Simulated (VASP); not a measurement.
# NaCu (P4/mmm) in VASP: settings compared

The runs below take NaCu through band structure, with RPBE, revPBE, BLYP, AM05.

Everything below comes from runs of VASP 6.6.1. Logs are shortened: lines on timing, memory, paths and dates and some standing lists are left out, and cuts for length are marked.

### Step 1. Starting point

It takes space group P4/mmm (No. 123, tetragonal). The conventional cell has a = 2.942 Å, b = 2.942 Å, c = 4.041 Å, α = 90.00°, β = 90.00°, γ = 90.00°. Na (site symmetry 4/mmm) has 8 Cu at 2.90 Å and 4 Na at 2.94 Å as nearest neighbours. Cu (site symmetry 4/mmm) is surrounded by 8 Na at 2.90 Å and 4 Cu at 2.94 Å.

The cell was built by a generator and needn't be a form met in nature.

### Step 2. Band structure, RPBE

INCAR

```
ALGO = Normal ; EDIFF = 1E-7
ENCUT = 520 ; GGA = RP
ISIF = 2 ; ISMEAR = -1
LASPH = True ; LCHARG = False
LMAXMIX = 4 ; LREAL = False
LWAVE = False ; NBANDS = 16
NELM = 100 ; PREC = Accurate
SIGMA = 0.05
```

KPOINTS

```
k-points
0
Gamma
  9 9 7
```

POSCAR

```
NaCu
1.0
    2.9422367500      0.0000000000      0.0000000000
    0.0000000000      2.9422367500      0.0000000000
    0.0000000000      0.0000000000      4.0409127600
Na Cu
1 1
Direct
    0.0000000000      0.0000000000      0.0000000000
    0.5000000000      0.5000000000      0.5000000000
```

KPOINTS_OPT

```
path GXMGZRAZ,XR,MA
15
line-mode
reciprocal
 0.0000000000  0.0000000000  0.0000000000  G
 0.0000000000  0.5000000000  0.0000000000  X

 0.0000000000  0.5000000000  0.0000000000  X
 0.5000000000  0.5000000000  0.0000000000  M

 0.5000000000  0.5000000000  0.0000000000  M
 0.0000000000  0.0000000000  0.0000000000  G

 0.0000000000  0.0000000000  0.0000000000  G
 0.0000000000  0.0000000000  0.5000000000  Z

 0.0000000000  0.0000000000  0.5000000000  Z
 0.0000000000  0.5000000000  0.5000000000  R

 0.0000000000  0.5000000000  0.5000000000  R
 0.5000000000  0.5000000000  0.5000000000  A

 0.5000000000  0.5000000000  0.5000000000  A
 0.0000000000  0.0000000000  0.5000000000  Z

 0.0000000000  0.5000000000  0.0000000000  X
 0.0000000000  0.5000000000  0.5000000000  R

 0.5000000000  0.5000000000  0.0000000000  M
 0.5000000000  0.5000000000  0.5000000000  A
```

Potentials or basis: VASP PAW PBE potentials, release 64 (Na_pv, Cu).

Launch:

```
> cat potpaw_PBE.64/Na_pv/POTCAR potpaw_PBE.64/Cu/POTCAR > POTCAR
> mpirun -np 1 vasp_std > vasp.out
```

OUTCAR:

```text
EDIFF = 1E-7
   ENCUT = 520
   GGA = RP
   ISIF = 2
   ISMEAR = -1
   LASPH = True
   LREAL = False
   NELM = 100
   PREC = Accurate

 ion  position               nearest neighbor table
   1  0.000  0.000  0.000-
   2  0.500  0.500  0.500-

  LATTYP: Found a simple tetragonal cell.
 ALAT       =     2.9422367500
 C/A-ratio  =     1.3734152291

  Lattice vectors:

 A1 = (   2.9422367500,   0.0000000000,   0.0000000000)
 A2 = (   0.0000000000,   2.9422367500,   0.0000000000)
 A3 = (   0.0000000000,   0.0000000000,   4.0409127600)

Analysis of symmetry for initial positions (statically):
=====================================================================
 Subroutine PRICEL returns:
 Original cell was already a primitive cell.

 Routine SETGRP: Setting up the symmetry group for a
 simple tetragonal supercell.

 Subroutine GETGRP returns: Found 16 space group operations
 (whereof 16 operations were pure point group operations)
 out of a pool of 16 trial point group operations.

The static configuration has the point symmetry D_4h.

Analysis of symmetry for dynamics (positions and initial velocities):
=====================================================================
 Subroutine PRICEL returns:
 Original cell was already a primitive cell.

 Routine SETGRP: Setting up the symmetry group for a
 simple tetragonal supercell.

 Subroutine GETGRP returns: Found 16 space group operations
 (whereof 16 operations were pure point group operations)
 out of a pool of 16 trial point group operations.

The dynamic configuration has the point symmetry D_4h.

 Subroutine INISYM returns: Found 16 space group operations
 (whereof 16 operations are pure point group operations),
 and found     1 'primitive' translations

----------------------------------------------------------------------------------------

                                     Primitive cell

  volume of cell :      34.9812

  direct lattice vectors                    reciprocal lattice vectors
     2.942236750  0.000000000  0.000000000     0.339877476  0.000000000  0.000000000
     0.000000000  2.942236750  0.000000000     0.000000000  0.339877476  0.000000000
     0.000000000  0.000000000  4.040912760     0.000000000  0.000000000  0.247468842

  length of vectors
     2.942236750  2.942236750  4.040912760     0.339877476  0.339877476  0.247468842

  position of ions in fractional coordinates (direct lattice)
     0.000000000  0.000000000  0.000000000
[... 77 lines left out ...]
   NELM   =    100;   NELMIN=  2; NELMDL= -5     # of ELM steps
   EDIFF  = 0.1E-06   stopping-criterion for ELM
   LREAL  =      F    real-space projection
   EDIFFG = 0.1E-05   stopping-criterion for IOM
   NSW    =      0    number of steps for IOM
   IBRION =     -1    ionic relax: 0-MD 1-quasi-New 2-CG
   NFREE  =      0    steps in history (QN), initial steepest desc. (CG)
   ISIF   =      2    stress and relaxation
   ISYM   =      2    0-nonsym 1-usesym 2-fastsym
   POTIM  = 0.5000    time-step for ionic-motion
   TEBEG  =    0.0;   TEEND  =   0.0 temperature during run
   PSTRESS=    0.0 pullay stress
   NELECT =      18.0000    total number of electrons
   NUPDOWN=      -1.0000    fix difference up-down
   EMIN   =  10.00;   EMAX   =-10.00  energy-range for DOS
   EFERMI =   0.00;   METHOD = LEGACY
   ISMEAR =    -1;   SIGMA  =   0.05  broadening in eV -4-tet -1-fermi 0-gaus
   EFERMI_NEDOS =   21; number of points for ismear=-14 and -15
   IALGO  =     38    algorithm
   IMIX   =      4    mixing-type and parameters
     AMIX     =   0.40;   BMIX     =  1.00
     AMIX_MAG =   1.60;   BMIX_MAG =  1.00
  volume/ion in A,a.u.               =      17.49       118.03
  Fermi-wavevector in a.u.,A,eV,Ry     =   1.311860  2.479056 23.415303  1.720976
  Thomas-Fermi vector in A             =   2.442292
   LORBIT       =      0    0 simple, 1 ext, 2 COOP (PROOUT), +10 PAW based schemes
   GGA     = RP    functional components
   LHFCALC =     F    Hartree Fock is set to
   AEXX    =    0.0000 exact exchange contribution
   IVDW    =     0    specifies the selected vdW correction
   LEPSILON=     F    determine dielectric tensor
   LRPA    =     F    only Hartree local field effects (RPA)
 non-spin polarized calculation
  energy-cutoff  :      520.00
  volume of cell :       34.98
 maximum number of plane-waves:       959
 NGX is ok and might be reduce to    24
   NGX = 11   NGY = 11   NGZ = 15

 number of electron      18.0000003 magnetization

 Free energy of the ion-electron system (eV)
  ---------------------------------------------------
  ext. energy  EPLUGINS =         0.00000000
  ---------------------------------------------------
  free energy    TOTEN  =        -3.68181797 eV

  energy without entropy =       -3.67604832  energy(sigma->0) =       -3.67893315

 E-fermi :   3.5849     XC(G=0):  -9.4771

 val. band max:        3.5833816285   @ k =   0.3333   0.0000   0.4286
 cond. band min:       3.5987965072   @ k =   0.1111   0.1111   0.2857
 fundamental gap:      0.0154148787
 Fermi energy:         3.5848576156

 k-point     1 :       0.0000    0.0000    0.0000
  band No.  band energies     occupation
      1     -20.4172      2.00000
      2     -20.3967      2.00000
      3     -20.3967      2.00000
      4      -2.4360      2.00000
      5       0.6950      2.00000
      6       0.7154      2.00000
[... 433 lines left out ...]
      3     -20.3929      2.00000
      4       0.4895      2.00000
      5       0.8852      2.00000
      6       0.9994      2.00000
[... 8 lines left out ...]
     15      15.7604      0.00000
     16      18.2753      0.00000

 [... further k-points ...]

------------------------ aborting loop because EDIFF is reached ----------------------------------------

  FORCE on cell =-STRESS in cart. coord.  units (eV):
  Direction    XX          YY          ZZ          XY          YZ          ZX
  --------------------------------------------------------------------------------------
  -------------------------------------------------------------------------------------
  Total        0.9429136      0.9429136      1.7125650      0.0000000     -0.0000000      0.0000000
  in kB       43.1864771     43.1864771     78.4373536      0.0000000     -0.0000000      0.0000000
  external PRESSURE =      54.9367693 kB  Pullay stress =       0.0000000 kB

 VOLUME and BASIS-vectors are now :
 -----------------------------------------------------------------------------
  energy-cutoff  :      520.00
  volume of cell :       34.98
      direct lattice vectors                 reciprocal lattice vectors
     2.942236750  0.000000000  0.000000000     0.339877476  0.000000000  0.000000000
     0.000000000  2.942236750  0.000000000     0.000000000  0.339877476  0.000000000
     0.000000000  0.000000000  4.040912760     0.000000000  0.000000000  0.247468842

 POSITION                                       TOTAL-FORCE (eV/Angst)
 -----------------------------------------------------------------------------------
      0.00000      0.00000      0.00000         0.000000      0.000000      0.000000
      1.47112      1.47112      2.02046         0.000000      0.000000      0.000000
 -----------------------------------------------------------------------------------
    total drift:                                0.000000      0.000000     -0.000000

  FREE ENERGIE OF THE ION-ELECTRON SYSTEM (eV)
  ---------------------------------------------------
  free  energy   TOTEN  =        -3.6818179710 eV

  energy  without entropy=       -3.6760483246  energy(sigma->0) =       -3.67893315
```

Wall time 28 s (1 thread of Intel Xeon Platinum 8488C (Sapphire Rapids), shared host); peak memory 0.18 GiB.

Results:

```yaml
Free_energy: -3.6818 eV
Pressure: 5.5 GPa
Band_gap_along_the_path: none (metal or under the smearing width)
```

Levels at the corners of the path, in eV from the Fermi level:
| point | band 5 | band 6 | band 7 | band 8 | band 9 | band 10 | band 11 | band 12 | band 13 | band 14 |
| --- | --- | --- | --- | --- | --- | --- | --- | --- | --- | --- |
| Γ | -2.89 | -2.87 | -2.15 | -2.15 | -1.89 | 2.81 | 5.30 | 10.83 | 10.83 | 11.12 |
| X | -2.67 | -2.65 | -2.19 | -2.10 | -1.00 | -0.58 | 5.53 | 9.10 | 9.17 | 9.73 |
| X | -2.67 | -2.65 | -2.19 | -2.10 | -1.00 | -0.58 | 5.53 | 9.10 | 9.17 | 9.73 |
| M | -2.57 | -2.57 | -2.50 | -1.65 | 2.27 | 2.27 | 2.46 | 6.63 | 9.66 | 11.80 |
| M | -2.57 | -2.57 | -2.50 | -1.65 | 2.27 | 2.27 | 2.46 | 6.63 | 9.66 | 11.80 |
| Γ | -2.89 | -2.87 | -2.15 | -2.15 | -1.89 | 2.81 | 5.30 | 10.83 | 10.83 | 11.12 |
| Γ | -2.89 | -2.87 | -2.15 | -2.15 | -1.89 | 2.81 | 5.30 | 10.83 | 10.83 | 11.12 |
| Z | -2.85 | -2.47 | -2.29 | -2.17 | -2.17 | -1.89 | 11.64 | 11.64 | 11.82 | 13.10 |
| Z | -2.85 | -2.47 | -2.29 | -2.17 | -2.17 | -1.89 | 11.64 | 11.64 | 11.82 | 13.10 |
| R | -2.93 | -2.21 | -2.19 | -2.13 | 0.23 | 0.37 | 0.86 | 4.66 | 15.75 | 16.81 |
| R | -2.93 | -2.21 | -2.19 | -2.13 | 0.23 | 0.37 | 0.86 | 4.66 | 15.75 | 16.81 |
| A | -2.67 | -2.67 | -2.16 | -1.65 | 3.21 | 3.21 | 3.63 | 4.85 | 7.08 | 7.08 |
| A | -2.67 | -2.67 | -2.16 | -1.65 | 3.21 | 3.21 | 3.63 | 4.85 | 7.08 | 7.08 |
| Z | -2.85 | -2.47 | -2.29 | -2.17 | -2.17 | -1.89 | 11.64 | 11.64 | 11.82 | 13.10 |
| X | -2.67 | -2.65 | -2.19 | -2.10 | -1.00 | -0.58 | 5.53 | 9.10 | 9.17 | 9.73 |
| R | -2.93 | -2.21 | -2.19 | -2.13 | 0.23 | 0.37 | 0.86 | 4.66 | 15.75 | 16.81 |
| M | -2.57 | -2.57 | -2.50 | -1.65 | 2.27 | 2.27 | 2.46 | 6.63 | 9.66 | 11.80 |
| A | -2.67 | -2.67 | -2.16 | -1.65 | 3.21 | 3.21 | 3.63 | 4.85 | 7.08 | 7.08 |

Caveat: the PAW data sets were made with another functional, which shifts forces and pressure a little.

### Step 3. Band structure, revPBE

INCAR: that of step 2 with these lines changed.

```diff
@@ -1,3 +1,3 @@
 ALGO = Normal ; EDIFF = 1E-7
-ENCUT = 520 ; GGA = RP
+ENCUT = 520 ; GGA = RE
 ISIF = 2 ; ISMEAR = -1
```

KPOINTS is that of step 2.

POSCAR is that of step 2.

KPOINTS_OPT is that of step 2.

Potentials or basis: VASP PAW PBE potentials, release 64 (Na_pv, Cu).

Launch:

```
> cat potpaw_PBE.64/Na_pv/POTCAR potpaw_PBE.64/Cu/POTCAR > POTCAR
> mpirun -np 1 vasp_std > vasp.out
```

It took 28 s on 1 thread of Intel Xeon Platinum 8488C (Sapphire Rapids), shared host; peak memory 0.18 GiB.

It converged, with:

```
Free energy             : -3.7753 eV
Pressure                : 5.0 GPa
Band gap along the path : none (metal or under the smearing width)
```

Stress tensor (GPa, compression positive):
```
3.81 0.00 0.00
0.00 3.81 0.00
0.00 0.00 7.35
```

Levels at the corners of the path, in eV from the Fermi level:
```tsv
point	band 6	band 7	band 8	band 9	band 10	band 11	band 12	band 13
Γ	-2.87	-2.15	-2.15	-1.89	2.81	5.30	10.82	10.82
X	-2.65	-2.19	-2.10	-1.00	-0.58	5.54	9.10	9.17
X	-2.65	-2.19	-2.10	-1.00	-0.58	5.54	9.10	9.17
M	-2.57	-2.50	-1.65	2.27	2.27	2.46	6.64	9.65
M	-2.57	-2.50	-1.65	2.27	2.27	2.46	6.64	9.65
Γ	-2.87	-2.15	-2.15	-1.89	2.81	5.30	10.82	10.82
Γ	-2.87	-2.15	-2.15	-1.89	2.81	5.30	10.82	10.82
Z	-2.47	-2.29	-2.17	-2.17	-1.89	11.64	11.64	11.84
Z	-2.47	-2.29	-2.17	-2.17	-1.89	11.64	11.64	11.84
R	-2.21	-2.19	-2.13	0.24	0.36	0.86	4.66	15.73
R	-2.21	-2.19	-2.13	0.24	0.36	0.86	4.66	15.73
A	-2.66	-2.15	-1.65	3.21	3.21	3.64	4.84	7.08
A	-2.66	-2.15	-1.65	3.21	3.21	3.64	4.84	7.08
Z	-2.47	-2.29	-2.17	-2.17	-1.89	11.64	11.64	11.84
X	-2.65	-2.19	-2.10	-1.00	-0.58	5.54	9.10	9.17
R	-2.21	-2.19	-2.13	0.24	0.36	0.86	4.66	15.73
M	-2.57	-2.50	-1.65	2.27	2.27	2.46	6.64	9.65
A	-2.66	-2.15	-1.65	3.21	3.21	3.64	4.84	7.08
```

Caveat: the PAW data sets were made with another functional, which shifts forces and pressure a little.

### Step 4. Band structure, BLYP

INCAR: that of step 3 with these lines changed.

```diff
@@ -1,3 +1,5 @@
+AGGAC = 1.0 ; AGGAX = 1.0
+ALDAC = 0.0 ; ALDAX = 1.0
 ALGO = Normal ; EDIFF = 1E-7
-ENCUT = 520 ; GGA = RE
+ENCUT = 520 ; GGA = B5
 ISIF = 2 ; ISMEAR = -1
```

KPOINTS is that of step 3.

POSCAR is that of step 3.

KPOINTS_OPT is that of step 3.

Launch:

```
> cat potpaw_PBE.64/Na_pv/POTCAR potpaw_PBE.64/Cu/POTCAR > POTCAR
> mpirun -np 1 vasp_std > vasp.out
```

It took 34 s on 1 thread of Intel Xeon Platinum 8488C (Sapphire Rapids), shared host; peak memory 0.18 GiB.

It converged, with:

* Free energy: -3.5338 eV
* Pressure: 4.8 GPa
* Band gap along the path: none (metal or under the smearing width)

Stress tensor (GPa, compression positive):
```
4.19 0.00 0.00
0.00 4.19 0.00
0.00 0.00 6.15
```

Levels at the corners of the path, in eV from the Fermi level:
```tsv
point	band 6	band 7	band 8	band 9	band 10	band 11	band 12	band 13
Γ	-2.93	-2.22	-2.22	-1.96	2.79	5.41	10.69	10.69
X	-2.71	-2.26	-2.17	-0.89	-0.65	5.44	9.18	9.25
X	-2.71	-2.26	-2.17	-0.89	-0.65	5.44	9.18	9.25
M	-2.64	-2.57	-1.71	2.30	2.30	2.34	6.85	9.41
M	-2.64	-2.57	-1.71	2.30	2.30	2.34	6.85	9.41
Γ	-2.93	-2.22	-2.22	-1.96	2.79	5.41	10.69	10.69
Γ	-2.93	-2.22	-2.22	-1.96	2.79	5.41	10.69	10.69
Z	-2.42	-2.37	-2.24	-2.24	-1.96	11.49	11.49	12.01
Z	-2.42	-2.37	-2.24	-2.24	-1.96	11.49	11.49	12.01
R	-2.29	-2.26	-2.20	0.24	0.36	0.93	4.68	15.42
R	-2.29	-2.26	-2.20	0.24	0.36	0.93	4.68	15.42
A	-2.73	-2.23	-1.71	3.21	3.21	3.67	4.53	7.18
A	-2.73	-2.23	-1.71	3.21	3.21	3.67	4.53	7.18
Z	-2.42	-2.37	-2.24	-2.24	-1.96	11.49	11.49	12.01
X	-2.71	-2.26	-2.17	-0.89	-0.65	5.44	9.18	9.25
R	-2.29	-2.26	-2.20	0.24	0.36	0.93	4.68	15.42
M	-2.64	-2.57	-1.71	2.30	2.30	2.34	6.85	9.41
A	-2.73	-2.23	-1.71	3.21	3.21	3.67	4.53	7.18
```

Caveat: the PAW data sets were made with another functional, which shifts forces and pressure a little.

### Step 5. Band structure, AM05

INCAR

```
ALGO = Normal ; EDIFF = 1E-7
ENCUT = 520 ; GGA = AM
ISIF = 2 ; ISMEAR = -1
LASPH = True ; LCHARG = False
LMAXMIX = 4 ; LREAL = False
LWAVE = False ; NBANDS = 16
NELM = 100 ; PREC = Accurate
SIGMA = 0.05
```

KPOINTS is that of step 4.

POSCAR is that of step 4.

KPOINTS_OPT is that of step 4.

Launch:

```
> cat potpaw_PBE.64/Na_pv/POTCAR potpaw_PBE.64/Cu/POTCAR > POTCAR
> mpirun -np 1 vasp_std > vasp.out
```

It took 30 s on 1 thread of Intel Xeon Platinum 8488C (Sapphire Rapids), shared host; peak memory 0.18 GiB.

Results (log left out):

* Free energy: -4.3661 eV
* Pressure: 1.5 GPa
* Band gap along the path: none (metal or under the smearing width)

Stress tensor (GPa, compression positive):
```
0.19 0.00 0.00
0.00 0.19 0.00
0.00 0.00 4.19
```

Levels at the corners of the path, in eV from the Fermi level:
```
point  band 6  band 7  band 8  band 9  band 10  band 11  band 12  band 13
    Γ   -2.87   -2.14   -2.14   -1.88     2.82     5.26    10.81    10.81
    X   -2.64   -2.18   -2.09   -1.02    -0.58     5.56     9.07     9.10
    X   -2.64   -2.18   -2.09   -1.02    -0.58     5.56     9.07     9.10
    M   -2.56   -2.49   -1.65    2.26     2.26     2.48     6.59     9.71
    M   -2.56   -2.49   -1.65    2.26     2.26     2.48     6.59     9.71
    Γ   -2.87   -2.14   -2.14   -1.88     2.82     5.26    10.81    10.81
    Γ   -2.87   -2.14   -2.14   -1.88     2.82     5.26    10.81    10.81
    Z   -2.49   -2.28   -2.16   -2.16    -1.88    11.64    11.64    11.74
    Z   -2.49   -2.28   -2.16   -2.16    -1.88    11.64    11.64    11.74
    R   -2.20   -2.18   -2.12    0.23     0.38     0.87     4.60    15.74
    R   -2.20   -2.18   -2.12    0.23     0.38     0.87     4.60    15.74
    A   -2.66   -2.15   -1.65    3.23     3.23     3.67     4.86     7.00
    A   -2.66   -2.15   -1.65    3.23     3.23     3.67     4.86     7.00
    Z   -2.49   -2.28   -2.16   -2.16    -1.88    11.64    11.64    11.74
    X   -2.64   -2.18   -2.09   -1.02    -0.58     5.56     9.07     9.10
    R   -2.20   -2.18   -2.12    0.23     0.38     0.87     4.60    15.74
    M   -2.56   -2.49   -1.65    2.26     2.26     2.48     6.59     9.71
    A   -2.66   -2.15   -1.65    3.23     3.23     3.67     4.86     7.00
```

Caveat: the PAW data sets were made with another functional, which shifts forces and pressure a little.

### Step 6. Summary

```tsv
level	pressure (GPa)
RPBE	5.5
revPBE	5.0
BLYP	4.8
AM05	1.5
```

Alike in all rows: task band structure; potentials or basis VASP PAW PBE potentials, release 64 (Na_pv, Cu); no spin polarisation; cell as given; k mesh 9 × 9 × 7; cutoff (eV) 520; smearing fermi-dirac 0.05 eV.

The pressure there spans 1.5 GPa (AM05) to 5.5 GPa (RPBE); a positive pressure means that this level wants a larger cell, a negative one a smaller.

Caveats: the PAW data sets were made with another functional, which shifts forces and pressure a little.

Absolute energies hang on the potentials; compare differences alone.
